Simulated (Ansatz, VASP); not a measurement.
# Cross-check of SbAs between VASP and Ansatz

One calculation is typed for both programs; each brings its own data sets. How far apart do they land? The cell is generated by rule, not measured, and may not be a known phase. The cell is taken from a series of runs on this material, whose earlier steps may have relaxed, scaled, displaced or heated it; both programs get it as it stands.

Program: Ansatz 0.2.0. Level of theory: plane waves, with VASP 6.6.1 beside it; PBEsol. Results are calculated unless marked as measured.

The structure was built from a prototype and need not be the compound's stable phase.

### 1. The starting structure

Symmetry: P4/nmm, No. 129, tetragonal system. Conventional cell: a = 4.985 Å, b = 4.985 Å, c = 3.525 Å, α = 90.00°, β = 90.00°, γ = 90.00°. Nearest to Sb lie 8 As at 2.97 to 3.14 Å. Nearest to As lie 8 Sb at 2.97 to 3.14 Å. Farther neighbours are not listed.

### 2. Ansatz: single point, PBEsol, pair 1

Ansatz runs on its default PAW (the set named soft_2) files.

A single point takes one fixed geometry, so differences don't come from the geometry; what else differs is listed under the comparison.

Input file input.yaml:

```yaml
crystal:
  lattice:
    - [-3.5245974121, 0.0, 0.0]
    - [0.0, -3.5245974121, -3.5245974121]
    - [0.0, -3.5245974121, 3.5245974121]
  atoms:
    - { symbol: Sb, position: [1.0, 0.5, 0.5] }
    - { symbol: Sb, position: [1.0, 1.0, 1.0] }
    - { symbol: As, position: [0.5397208485, 0.0, 0.5] }
    - { symbol: As, position: [0.4602791515, 0.5, 0.0] }
kpoints:
  mp_grid: { grid: [10, 8, 8] }
hamiltonian:
  xc: pbesol
scf:
  occupations: { method: methfessel_paxton, width: 0.15 }
output:
  forces: true
  stress: true
  eigenvalues: true
```

The run is started by

```console
$ ansatz run input.yaml --threads 4 --pin off --max-ram 7168MiB --backend cpu --events-out ev --progress --plain --runs-dir out
```

Numbers of over 12 decimals in the logs are rounded to 6 here.

The program printed:

```text
Engine: ansatz 0.2.0, x86_64-unknown-linux-gnu
Pseudopotentials: kind: paw
Pseudopotential: Sb, paw, valence charge 15, recommended cutoff 420 eV (normal), Sb.paw.azcp
Pseudopotential: As, paw, valence charge 15, recommended cutoff 420 eV (normal), As.paw.azcp
Functional definition: PBEsol
  exchange = pbesol_x
  correlation = pbesol_c
Crystal: 4 atoms, lattice volume = 87.571 Å³
Basis set: ecut = 420 eV, 1719 PW (Γ), exchange–correlation on 48×72×72 points (8 copies of the dense FFT grid, shifted against one another)
Bands: 36, of which v1, the nominal top of the filled ones, is band 30 counted from 1 (29 counted from 0)
Symmetry: 16 space group operations
Space group: P4/nmm (ITA 129), of the structure as read, at distance tolerance 4.4e-5 Å
k-points: 90 of 640
Non-local potential: Sb, projectors of the file, l = 0: 2, l = 1: 2, l = 2: 2, l = 3: 2
Non-local potential: As, projectors of the file, l = 0: 2, l = 1: 2, l = 2: 3, l = 3: 1
PAW form: soft (Blöchl's): semilocal exchange-correlation on the pseudo side does not see the compensation charge
PAW frozen core: Sb, regenerated for the run's functional, and the local potential with it (the file was generated under x = pbe(κ = 0.804, μ = 0.219515), c = pbe(β = 0.066725))
PAW frozen core: As, regenerated for the run's functional, and the local potential with it (the file was generated under x = pbe(κ = 0.804, μ = 0.219515), c = pbe(β = 0.066725))
PAW one-centre angular grid: Sb, 590 points (default); XC on 64 Gauss nodes
PAW one-centre angular grid: As, 590 points (default); XC on 64 Gauss nodes
Initial density: superposition of atomic densities (neutral atoms: chi_scale 0, normalization atom), corrected by the library's trained network
Initial wavefunctions: pseudopotential atomic-orbital guess
Functional: x = pbesol(κ = 0.804, μ = 0.123457), c = pbesol(β = 0.046)
SCF iter   1: F=—  HF=-22441.207313 eV  |F-HF|=—  |Δ(HF+E_count)|=         —  Δρ=4.13e-3  dr2=2.78e-2  ethr=1.77e-3  ⟨swp⟩=6.6  Hψ=12764  notcnv=0
preconditioner: auto → Kerker (q_TF=auto, 2.562 Å⁻¹)  [metal: Δε(μ)=0.020 eV  Ē_g=8.309 eV  σ=0.150 eV  W_gap=0.11  n_scr=30 (ndim 8)  ℏωp=17.7 eV  f_vac=0.000  D(μ)=2.18/eV (n_scr^D=10)]
SCF iter   2: F=—  HF=-22441.199576 eV  |F-HF|=—  |Δ(HF+E_count)|=   7.74e-3  S|Δr|=    0.00e0  Δρ=2.31e-3  dr2=7.41e-3  ethr=4.63e-5  ⟨swp⟩=1.1  Hψ=4086  notcnv=0
SCF iter   3: F=—  HF=-22441.197660 eV  |F-HF|=—  |Δ(HF+E_count)|=   1.92e-3  S|Δr|=    0.00e0  Δρ=5.47e-4  dr2=4.76e-4  ethr=1.24e-5  ⟨swp⟩=3.0  Hψ=5895  notcnv=0
SCF iter   4: F=—  HF=-22441.197484 eV  |F-HF|=—  |Δ(HF+E_count)|=   1.76e-4  S|Δr|=    0.00e0  Δρ=2.57e-4  dr2=3.24e-5  ethr=7.93e-7  ⟨swp⟩=2.0  Hψ=5829  notcnv=0
SCF iter   5: F=—  HF=-22441.197493 eV  |F-HF|=—  |Δ(HF+E_count)|=   9.44e-6  S|Δr|=    0.00e0  Δρ=9.62e-5  dr2=4.18e-6  ethr=5.40e-8  ⟨swp⟩=2.0  Hψ=4931  notcnv=0
SCF iter   6: F=—  HF=-22441.197490 eV  |F-HF|=—  |Δ(HF+E_count)|=   3.22e-6  S|Δr|=    0.00e0  Δρ=2.58e-5  dr2=4.51e-7  ethr=6.96e-9  ⟨swp⟩=2.0  Hψ=4921  notcnv=0
SCF iter   7: F=-22441.197490 eV  HF=-22441.197490 eV  |F-HF|=6.69e-9  |Δ(HF+E_count)|=   7.43e-8  S|Δr|=    0.00e0  Δρ=5.17e-6  dr2=2.52e-8  ethr=1.67e-10  ⟨swp⟩=7.0  Hψ=12400  notcnv=0
SCF 1 converged in 7 iterations: F = -22441.197490 eV  dr2 = 2.52e-8
  greatest PAW one-centre occupation: 0.999 electrons in one spin orbital (limit 2), on the As atom at site 3 (counted from 0), in its partial waves of l = 2
SCF converged after 7 iterations
Stability not checked: this state was not tested for a lower state beside it, because cold or Methfessel-Paxton smearing, or corrected tetrahedra, fill the levels in a way that the test cannot read (fill_not_monotonic; see scf.lower_state_search)
Free energy (F): -22441.197490 eV
Harris-Foulkes:  -22441.197490 eV  (|F-HF|=6.69e-9)
Internal energy: -22441.197736 eV  (E = F + TS)
E sigma→0 (E₀):  -22441.197551 eV
Entropy (-TS):   0.000246 eV (0.062 meV/atom)
Fermi energy:    12.530479 eV
--- Per-component energies (eV) ---
  E_band       = -663.377546
  E_kinetic    = 621.180135
  E_local      = -5704.504864  (includes V_loc(G=0)·N_el)
  E_nonlocal   = -610.323696
  E_hartree    = 2952.063693
  E_xc         = -434.271545
  E_vxc        = -354.026975  (∫ρ·V_xc dr)
  E_paw        = -12581.736182  (= ΣΔE_a)
  E_vpaw       = -519.824182  (= ΣTr[D̂ρ^β])
  E_aug_tail   = 0.000013  (compensation charges beyond the density's cutoff)
  E_ewald      = -6686.201862
  E_core_change = 2.596571  (= ΣΔE_core)
  E_smearing   = 0.000246  (= −TS)
  E_closure    = 0.000000  (closes the sum)
  Σ components = -22441.197490   (vs F -22441.197490, Δ=0.00e0)
--- Forces (eV/Å), atoms counted from 1 ---
  atom   1  Sb     0.00000000     0.00000000     0.00000000
  atom   2  Sb     0.00000000     0.00000000    -0.00000000
  atom   3  As    -0.23537851    -0.00000000     0.00000000
  atom   4  As     0.23537851     0.00000000     0.00000000
  max |Σ_I F_I| component: 1.11e-16 eV/Å
--- Stress (GPa, compression-positive) ---
        0.160782      -0.000000       0.000000
       -0.000000       0.718653       0.000000
       -0.000000       0.000000       0.718653
  P = ⅓ Tr σ = 0.5327 GPa (5.327 kbar)
--- Band table (eV; the first three rows and the last of 90) ---
  k-point 0: bands = [... 26 lower, 10.3671, 10.3671, 10.4904, 13.5091, 15.4823, 15.8535, 16.1244, 16.7973, ... 2 higher]
  k-point 1: bands = [... 26 lower, 10.0512, 10.5849, 10.6986, 13.4847, 15.3204, 16.2413, 16.2926, 16.3113, ... 2 higher]
  k-point 2: bands = [... 26 lower, 9.3333, 10.8643, 11.4233, 13.2689, 15.1305, 15.2758, 16.3606, 16.9997, ... 2 higher]
  k-point 89: bands = [... 26 lower, 6.3813, 6.3813, 13.7335, 13.7335, 15.4581, 15.4581, 16.6964, 16.6964, ... 2 higher]
```

The run ends at a pressure of 0.53 GPa, with forces up to 0.24 eV/Å.

### 3. VASP: single point, PBEsol, pair 1

The same cell, functional, mesh and smearing now go to VASP, with its own data sets.

Lines of VASP's logs that name or quote its potential files are left out, and so is its time.

Input file INCAR:

```
SYSTEM = SbAs
PREC = Accurate
ENCUT = 500
EDIFF = 1E-06
NELM = 120
ISMEAR = 1
SIGMA = 0.15
LREAL = .FALSE.
ALGO = Normal
GGA = PS
NBANDS = 16
LORBIT = 11
LWAVE = .FALSE.
LCHARG = .FALSE.
ISIF = 2
LASPH = .TRUE.
GGA_COMPAT = .FALSE.
KPAR = 2
```

Input file POSCAR:

```
SbAs
1.0
   -3.5245974121      0.0000000000      0.0000000000
    0.0000000000     -3.5245974121     -3.5245974121
    0.0000000000     -3.5245974121      3.5245974121
Sb As
2 2
Direct
    0.0000000000      0.5000000000      0.5000000000
    0.0000000000      0.0000000000      0.0000000000
    0.5397208485      0.0000000000      0.5000000000
    0.4602791515      0.5000000000      0.0000000000
```

Input file KPOINTS:

```
Automatic mesh
0
Gamma
10 8 8
0 0 0
```

The projector-augmented-wave data sets are Sb and As (PBE family, release 64).

The run is started by

```console
$ mpirun -np 2 vasp_std
```

The program printed:

```text
[banner, memory and clock lines left out]
running    2 mpi-ranks, on    1 nodes
 distrk:  each k-point on    1 cores,    2 groups
 distr:  one band on    1 cores,    1 groups

 POSCAR found type information on POSCAR SbAs
 POSCAR found :  2 types and       4 ions
|                                                                             |
|               ----> ADVICE to this user running VASP <----                  |
|                                                                             |
|     You enforced a specific xc type in the INCAR file but a different       |
|     [... a line on the potential file left out ...]
|     I HOPE YOU KNOW WHAT YOU ARE DOING!                                     |
|                                                                             |

 LDA part: xc-table for (Slater+PW92), standard interpolation
 POSCAR, INCAR and KPOINTS ok, starting setup
 FFT: planning ... GRIDC
 FFT: planning ... GRID_SOFT
 FFT: planning ... GRID
 WAVECAR not read
 entering main loop
       N       E                     dE             d eps       ncg     rms          rms(c)
DAV:   1     0.783931337550E+02    0.78393E+02   -0.72143E+03  2880   0.981E+02
DAV:   2    -0.138453246983E+02   -0.92238E+02   -0.89418E+02  4016   0.163E+02
DAV:   3    -0.184137838426E+02   -0.45685E+01   -0.45180E+01  3544   0.406E+01
DAV:   4    -0.184542248079E+02   -0.40441E-01   -0.40350E-01  3320   0.432E+00
DAV:   5    -0.184546330759E+02   -0.40827E-03   -0.40824E-03  3392   0.451E-01    0.396E+00
DAV:   6    -0.183568362085E+02    0.97797E-01   -0.19866E-01  3000   0.197E+00    0.238E+00
DAV:   7    -0.183488596777E+02    0.79765E-02   -0.46144E-02  3336   0.103E+00    0.635E-01
DAV:   8    -0.183469174740E+02    0.19422E-02   -0.36555E-03  3080   0.314E-01    0.161E-01
DAV:   9    -0.183467910345E+02    0.12644E-03   -0.73420E-04  3096   0.164E-01    0.810E-02
DAV:  10    -0.183467869065E+02    0.41280E-05   -0.25910E-05  3216   0.304E-02    0.489E-02
DAV:  11    -0.183467824398E+02    0.44667E-05   -0.13626E-05  3136   0.174E-02    0.832E-03
DAV:  12    -0.183467816293E+02    0.81052E-06   -0.14194E-06  1632   0.789E-03
   1 F= -.18346782E+02 E0= -.18346888E+02  d E =0.318484E-03
```

OUTCAR, selected parts (step 3):

```text
ion  position               nearest neighbor table
   1  0.000  0.500  0.500-   3 2.97   4 2.97   4 2.97   3 2.97   3 3.14   3 3.14   4 3.14   4 3.14
                             2 3.52   2 3.52   2 3.52   2 3.52
   2  0.000  0.000  0.000-   3 2.97   4 2.97   3 2.97   4 2.97   3 3.14   3 3.14   4 3.14   4 3.14
                             1 3.52   1 3.52   1 3.52   1 3.52
   3  0.540  0.000  0.500-   1 2.97   2 2.97   2 2.97   1 2.97   1 3.14   2 3.14   2 3.14   1 3.14

  LATTYP: Found a simple tetragonal cell.
 ALAT       =     4.9845334621
 C/A-ratio  =     0.7071067812

 Subroutine GETGRP returns: Found 16 space group operations
 (whereof  8 operations were pure point group operations)

The static configuration has the point symmetry D_2d.
 The point group associated with its full space group is D_4h.

 Found     90 irreducible k-points:

   k-points           NKPTS =     90   k-points in BZ     NKDIM =     90   number of bands    NBANDS=     16

   dimension x,y,z NGX =    28 NGY =   36 NGZ =   36
   dimension x,y,z NGXF=    56 NGYF=   72 NGZF=   72

   ENCUT  =  500.0 eV  36.75 Ry    6.06 a.u.   6.43  9.09  9.09*2*pi/ulx,y,z

   NELECT =      20.0000    total number of electrons

 k-points in reciprocal lattice and weights: Automatic mesh
   0.00000000  0.00000000  0.00000000       0.002
   0.10000000  0.00000000  0.00000000       0.003
   0.20000000  0.00000000  0.00000000       0.003
   0.30000000  0.00000000  0.00000000       0.003
   0.40000000  0.00000000  0.00000000       0.003
   0.50000000  0.00000000  0.00000000       0.002
   0.00000000  0.12500000  0.00000000       0.006
   0.10000000  0.12500000  0.00000000       0.013
   0.20000000  0.12500000  0.00000000       0.013
[...]
0.40000000  0.50000000  0.50000000       0.003
   0.50000000  0.50000000  0.50000000       0.002

 average (electrostatic) potential at core
       1 -84.8558       2 -84.8558       3 -46.7396       4 -46.7396

 E-fermi :   7.9944

 k-point     1 :       0.0000    0.0000    0.0000
  band No.  band energies     occupation
    ...
      5       1.7825      2.00000
      6       2.1219      2.00000
      7       5.8277      2.00000
      8       5.8277      2.00000
      9       5.9514      2.00000
     10       8.9741     -0.00000
     11      10.9493     -0.00000
     12      11.2921      0.00000
     13      11.5635      0.00000
     14      12.2662      0.00000
    ...

 k-point     2 :       0.1000    0.0000    0.0000
  band No.  band energies     occupation
    ...
      5       1.9103      2.00000
      6       1.9103      2.00000
      7       5.8639      2.00000
      8       5.9451      2.00000
      9       5.9451      2.00000
     10       8.4124     -0.00059
     11      10.0241     -0.00000
     12      11.2724      0.00000
     13      11.2724      0.00000
     14      11.3987      0.00000
    ...

 k-point     3 :       0.2000    0.0000    0.0000
  band No.  band energies     occupation
    ...
      6       2.2923      2.00000
      7       5.9014      2.00000
      8       6.2845      2.00000
      9       6.2845      2.00000
     10       7.2184      2.00000
     11       8.3448     -0.00467
     12       9.5989     -0.00000
     13       9.5989     -0.00000
     14      11.7185      0.00000
     15      12.0959      0.00000
    ...

  Total        0.1147565      0.4227524      0.4227524      0.0000000      0.0000000      0.0000000
  in kB        2.0995659      7.7346037      7.7346037      0.0000000      0.0000000      0.0000000
  external PRESSURE =       5.8562578 kB  Pullay stress =       0.0000000 kB

  energy-cutoff  :      500.00
  volume of cell :       87.57
      direct lattice vectors                 reciprocal lattice vectors
    -3.524597412  0.000000000  0.000000000    -0.283720347  0.000000000  0.000000000
     0.000000000 -3.524597412 -3.524597412     0.000000000 -0.141860173 -0.141860173
     0.000000000 -3.524597412  3.524597412     0.000000000 -0.141860173  0.141860173

 POSITION                                       TOTAL-FORCE (eV/Angst)
 -----------------------------------------------------------------------------------
      0.00000     -3.52460      0.00000         0.000000     -0.000000      0.000000
      0.00000      0.00000      0.00000         0.000000     -0.000000      0.000000
     -1.90230     -1.76230      1.76230        -0.226914     -0.000000      0.000000
     -1.62230     -1.76230     -1.76230         0.226914      0.000000     -0.000000
 -----------------------------------------------------------------------------------
    total drift:                               -0.000000      0.000000      0.000000

  FREE ENERGIE OF THE ION-ELECTRON SYSTEM (eV)
  ---------------------------------------------------
  free  energy   TOTEN  =       -18.3467816293 eV

  energy  without entropy=      -18.3471001130  energy(sigma->0) =      -18.34688779

 total charge
# of ion       s       p       d       tot
------------------------------------------
    1        1.257   1.021   0.054   2.333
    2        1.257   1.021   0.054   2.333
    3        1.322   1.296   0.042   2.661
    4        1.322   1.296   0.042   2.661
--------------------------------------------------
tot          5.159   4.635   0.193   9.987

[... 3 further parts left out ...]
```

The run ends at a pressure of 0.59 GPa, with forces up to 0.23 eV/Å.

### 4. Side by side

Known differences besides the potentials themselves: the data sets hold 60 valence electrons in Ansatz (on its default PAW (the set named soft_2) files) and 20 in VASP; the cutoff is 420 eV in Ansatz and 500 eV in VASP; Ansatz makes its cores anew for this functional, VASP keeps those of its PBE data sets. Total energies have different zeros and are not compared.

Both answers:

```tsv
quantity	Ansatz	VASP	difference
pressure (GPa)	0.53	0.59	-0.05
```

Forces (eV/Å; atoms numbered as in POSCAR):

```tsv
atom	Ansatz x, y, z	VASP x, y, z
Sb1	0.000, 0.000, 0.000	0.000, 0.000, 0.000
Sb2	0.000, 0.000, 0.000	0.000, 0.000, 0.000
As3	-0.235, 0.000, 0.000	-0.227, 0.000, 0.000
As4	0.235, 0.000, 0.000	0.227, 0.000, 0.000
```

The forces differ by 3.5 meV/Å r.m.s., which is 3.7 % of the r.m.s. force of 0.093 eV/Å (both taken over all components).

### 5. Ansatz: single point, PBEsol, pair 2

With cell and atoms fixed, the geometry can't cause a difference; cores, projectors, grids and the points listed under the comparison can.

The cell is taken from a series of runs on this material, whose earlier steps may have relaxed, scaled, displaced or heated it; both programs get it as it stands.

input.yaml, the sections that differ from step 2:

```yaml
crystal:
  lattice:
    - [-3.5245974121, 0.0, 0.0]
    - [0.0, -3.5245974121, -3.5245974121]
    - [0.0, -3.5245974121, 3.5245974121]
  atoms:
    - { symbol: Sb, position: [1.0, 0.5, 0.5] }
    - { symbol: Sb, position: [1.0, 1.0, 1.0] }
    - { symbol: As, position: [0.5624184763, 0.0, 0.5] }
    - { symbol: As, position: [0.4375815237, 0.5, 0.0] }
# kpoints, hamiltonian, scf, output: as in step 2
```

The run is started by

```console
$ ansatz run input.yaml --threads 4 --pin off --max-ram 7168MiB --backend cpu --events-out ev --progress --plain --runs-dir out
```

The program printed:

```text
[...]
Crystal: 4 atoms, lattice volume = 87.571 Å³
Basis set: ecut = 420 eV, 1719 PW (Γ), exchange–correlation on 48×72×72 points (8 copies of the dense FFT grid, shifted against one another)
Bands: 36, of which v1, the nominal top of the filled ones, is band 30 counted from 1 (29 counted from 0)
Symmetry: 16 space group operations
[...]
k-points: 90 of 640
[...]
k-point 0: bands = [... 26 lower, 10.3134, 10.3134, 10.6175, 13.2994, 15.4689, 15.8476, 16.4595, 16.8910, ... 2 higher]
  k-point 1: bands = [... 26 lower, 10.0028, 10.6452, 10.7094, 13.3424, 15.2840, 16.2295, 16.2922, 16.5633, ... 2 higher]
  k-point 2: bands = [... 26 lower, 9.2934, 10.9807, 11.3378, 13.3363, 14.9503, 15.2714, 16.4808, 17.1148, ... 2 higher]
  k-point 89: bands = [... 26 lower, 6.4386, 6.4386, 13.7918, 13.7918, 15.4113, 15.4113, 16.6371, 16.6371, ... 2 higher]
[key lines of the parts left out:]
SCF converged after 7 iterations
Free energy (F): -22441.235388 eV
Fermi energy:    12.574023 eV
P = ⅓ Tr σ = 1.2230 GPa (12.230 kbar)
```

The run ends at a pressure of 1.22 GPa, with forces up to 0.19 eV/Å.

(Part 1 of 2 ends here.)

[Lines on the potential files, build, host, timing and source positions are cut from VASP's logs without a mark.]

[Logs are printed without paths, hosts, clocks, repeated set-up lines and the standing remarks that a program may print on its own settings, such as how far it seeks lower states.]

[Hosts, paths, dates, database ids (printed as entryN), source tags and the programs' standing remarks are cut or masked in the printed files.]
